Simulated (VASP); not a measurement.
These are PBE GGA, VASP's PBE PAW potentials (set 64) (plane waves; VASP) values and carry that method's errors.

VASP input:

File POSCAR:
```
GaN
1
    0.0000000000     2.2600000000     2.2600000000
    2.2600000000     0.0000000000     2.2600000000
    2.2600000000     2.2600000000     0.0000000000
Ga N
1 1
Direct
  0.0000000000   0.0000000000   0.0000000000
  0.2500000000   0.2500000000   0.2500000000
```

KPOINTS:
```
Automatic
0
G
  9 9 9
```

**INCAR**
```
! general
SYSTEM =GaN
PREC   =Accurate
ENCUT  =520
LREAL  =F
LASPH  =T   ! aspherical one-centre terms

! electronic loop
EDIFF  =1E-6
NELM   =100   ! most electronic steps
ALGO   =Normal   ! blocked Davidson
LMAXMIX=4   ! l cut-off of mixed one-centre charges

! smearing
ISMEAR =0   ! Gaussian
SIGMA  =0.05

! functional
GGA    =PE

! ions
IBRION =2   ! conjugate gradients
NSW    =60
ISIF   =3   ! ions, shape and volume
EDIFFG =-0.01

! output
LWAVE  =F
LCHARG =F
```

POTCAR, in this order: Ga_d N (PBE.64 set). Program: vasp_std.

Output

File OSZICAR:
```
       N       E                     dE             d eps       ncg     rms          rms(c)
DAV:   1     0.939265568523E+02    0.93927E+02   -0.98319E+03   947   0.250E+03
DAV:   2    -0.629607257132E+01   -0.10022E+03   -0.94774E+02  1055   0.373E+02
DAV:   3    -0.139936399778E+02   -0.76976E+01   -0.76373E+01   990   0.920E+01
DAV:   4    -0.141335290277E+02   -0.13989E+00   -0.13975E+00  1152   0.132E+01
DAV:   5    -0.141353523218E+02   -0.18233E-02   -0.18233E-02   990   0.133E+00    0.769E+00
DAV:   6    -0.121459216654E+02    0.19894E+01   -0.60098E+00  1382   0.485E+01    0.267E+00
DAV:   7    -0.121572737075E+02   -0.11352E-01   -0.35400E-01   915   0.810E+00    0.177E+00
DAV:   8    -0.121535380252E+02    0.37357E-02   -0.71208E-02  1028   0.441E+00    0.812E-01
DAV:   9    -0.121482050553E+02    0.53330E-02   -0.22422E-02  1372   0.376E+00    0.193E-01
DAV:  10    -0.121485456213E+02   -0.34057E-03   -0.19696E-03  1076   0.741E-01    0.827E-02
DAV:  11    -0.121484545387E+02    0.91083E-04   -0.37948E-04  1349   0.362E-01    0.132E-02
DAV:  12    -0.121484608038E+02   -0.62651E-05   -0.34776E-05   975   0.774E-02    0.955E-03
DAV:  13    -0.121484605584E+02    0.24533E-06   -0.17405E-06   885   0.127E-02
   1 F= -.12148461E+02 E0= -.12148461E+02  d E =-.121485E+02
       N       E                     dE             d eps       ncg     rms          rms(c)
DAV:   1    -0.123349594999E+02   -0.18650E+00   -0.26036E+00  1060   0.463E+01    0.260E+00
DAV:   2    -0.121914282721E+02    0.14353E+00   -0.22841E-01  1105   0.154E+01    0.119E+00
DAV:   3    -0.121543078374E+02    0.37120E-01   -0.48394E-02  1105   0.863E+00    0.272E-01
DAV:   4    -0.121500452409E+02    0.42626E-02   -0.55712E-03  1100   0.108E+00    0.479E-02
DAV:   5    -0.121499197155E+02    0.12553E-03   -0.15018E-04  1109   0.153E-01    0.225E-02
DAV:   6    -0.121499209920E+02   -0.12765E-05   -0.84761E-06  1061   0.547E-02    0.801E-03
DAV:   7    -0.121499199460E+02    0.10459E-05   -0.24910E-06   801   0.266E-02    0.374E-03
DAV:   8    -0.121499198856E+02    0.60417E-07   -0.42726E-07   465   0.145E-02
   2 F= -.12149920E+02 E0= -.12149920E+02  d E =-.145933E-02
       N       E                     dE             d eps       ncg     rms          rms(c)
DAV:   1    -0.121927215260E+02   -0.42802E-01   -0.52863E-01  1075   0.201E+01    0.122E+00
DAV:   2    -0.121616208662E+02    0.31101E-01   -0.52171E-02  1115   0.758E+00    0.543E-01
DAV:   3    -0.121541585990E+02    0.74623E-02   -0.87403E-03  1120   0.358E+00    0.137E-01
DAV:   4    -0.121531902494E+02    0.96835E-03   -0.11141E-03  1194   0.526E-01    0.100E-02
DAV:   5    -0.121531908558E+02   -0.60639E-06   -0.60457E-05  1088   0.113E-01    0.957E-03
DAV:   6    -0.121531901767E+02    0.67905E-06   -0.10253E-06   570   0.138E-02
   3 F= -.12153190E+02 E0= -.12153190E+02  d E =-.472962E-02
       N       E                     dE             d eps       ncg     rms          rms(c)
DAV:   1    -0.121534240270E+02   -0.23317E-03   -0.34315E-03  1055   0.165E+00    0.973E-02
DAV:   2    -0.121532251659E+02    0.19886E-03   -0.32726E-04  1110   0.604E-01    0.440E-02
DAV:   3    -0.121531749170E+02    0.50249E-04   -0.59576E-05  1115   0.300E-01    0.107E-02
DAV:   4    -0.121531682353E+02    0.66818E-05   -0.73306E-06  1106   0.409E-02    0.983E-04
DAV:   5    -0.121531681344E+02    0.10082E-06   -0.28195E-07   470   0.716E-03
   4 F= -.12153168E+02 E0= -.12153168E+02  d E =-.470758E-02
       N       E                     dE             d eps       ncg     rms          rms(c)
DAV:   1    -0.121532489931E+02   -0.80758E-04   -0.88314E-04  1060   0.832E-01    0.491E-02
DAV:   2    -0.121531980097E+02    0.50983E-04   -0.84235E-05  1115   0.306E-01    0.221E-02
DAV:   3    -0.121531858955E+02    0.12114E-04   -0.15115E-05  1110   0.151E-01    0.544E-03
DAV:   4    -0.121531845606E+02    0.13349E-05   -0.15073E-06   610   0.206E-02    0.578E-04
DAV:   5    -0.121531846206E+02   -0.59998E-07   -0.34665E-07   460   0.803E-03
   5 F= -.12153185E+02 E0= -.12153185E+02  d E =-.472406E-02
```

**OUTCAR**
```
------------------------ aborting loop because EDIFF is reached ----------------------------------------
  FORCE on cell =-STRESS in cart. coord.  units (eV):
  Direction    XX          YY          ZZ          XY          YZ          ZX
  --------------------------------------------------------------------------------------
  Total       -0.0162749     -0.0162749     -0.0162749      0.0000000      0.0000000      0.0000000
  in kB       -1.1071670     -1.1071670     -1.1071670      0.0000000      0.0000000      0.0000000
  external PRESSURE =      -1.1071670 kB  Pullay stress =       0.0000000 kB
  volume of cell :       23.55
      direct lattice vectors                 reciprocal lattice vectors
    -0.000000000  2.275071372  2.275071372    -0.219773325  0.219773325  0.219773325
     2.275071372 -0.000000000  2.275071372     0.219773325 -0.219773325  0.219773325
     2.275071372  2.275071372  0.000000000     0.219773325  0.219773325 -0.219773325
  FREE ENERGIE OF THE ION-ELECTRON SYSTEM (eV)
  ---------------------------------------------------
  free  energy   TOTEN  =       -12.1531846206 eV

  energy  without entropy=      -12.1531846206  energy(sigma->0) =      -12.15318462

 reached required accuracy - stopping structural energy minimisation
```
(Selected blocks of OUTCAR.)

### CONTCAR
```
GaN
   1.00000000000000
    -0.0000000000000000    2.2750713720044029    2.2750713720044029
     2.2750713720044029   -0.0000000000000000    2.2750713720044029
     2.2750713720044029    2.2750713720044029    0.0000000000000000
  Ga              N
     1     1
Direct
     0.0000000000000000    0.0000000000000000    0.0000000000000000
     0.2500000000000000    0.2500000000000000    0.2500000000000000
```

Energy and stress use the plane-wave basis of the starting cell.

The compound is GaN in the zinc blende structure, a metastable form; wurtzite is the usual one. This run relaxes it. Symmetry was kept, so distortions that lower it aren't found.
